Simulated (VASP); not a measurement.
BH3, 4 atoms in the cell. The cell holds a molecule in a box, 4 atoms: a = 11.000 Å, b = 11.000 Å, c = 11.000 Å, α = 90.00°, β = 90.00°, γ = 90.00°. 

```yaml
Program: VASP 6.6.1
Task: single point
Functional: PBE0
Potentials_or_basis: VASP PAW PBE potentials, release 64 (B_s, H_s)
Cutoff: 400 eV
k_mesh: 1 × 1 × 1
Occupations: gaussian, width 0.01 eV
Spin: no spin polarisation
Grid_for_exact_exchange_PRECFOCK: Fast
Exchange_at_q_=_0: default
Further_INCAR_settings: ALGO = Normal; EDIFF = 1e-06
```

Potentials or basis: VASP PAW PBE potentials, release 64 (B_s, H_s).

Launch:

```bash
$ cat potpaw_PBE.64/B_s/POTCAR potpaw_PBE.64/H_s/POTCAR > POTCAR
$ cp INCAR.step1 INCAR
$ mpirun -np 1 vasp_gam > vasp.out
$ cp INCAR.step2 INCAR
$ mpirun -np 1 vasp_gam > vasp.out
```

Hardware: 1 thread of Intel(R) Xeon(R) Platinum 8488C (Sapphire Rapids), on a shared host.

Question: Estimate the wall time of this run.

Answer: Run time: 56 s on 1 thread of Intel(R) Xeon(R) Platinum 8488C (Sapphire Rapids) (shared host), peak memory 0.74 GiB. Counts: scf iterations 7, k points 1.
